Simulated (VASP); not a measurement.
Consider the following.

```
CELL_PARAMETERS angstrom
      4.23558     0.00000     0.00000
      0.00000     4.23558     0.00000
      0.00000     0.00000     4.23558
ATOMIC_POSITIONS crystal
  Ba 0.00000 0.00000 0.00000
  Hf 0.50000 0.50000 0.50000
  O  0.50000 0.00000 0.50000
  O  0.00000 0.50000 0.50000
  O  0.50000 0.50000 0.00000
```

Method: RPBE GGA, VASP's PBE PAW potentials (set 64) (plane waves; VASP). Numerical set-up: 520 eV cut-off, 5×5×5 Γ-centred mesh, Gaussian smearing of 0.050 eV, potentials Ba_sv Hf_pv O.

Task: Predict the energy per atom (σ→0).

Result: 
```json
{
 "energy per atom (σ→0)": "-8.309 eV/atom"
}
```

Only differences to runs with the same potentials and settings are physical.

The compound is BaHfO3 in the cubic perovskite structure. It was relaxed first. The start is the result of an earlier pass.
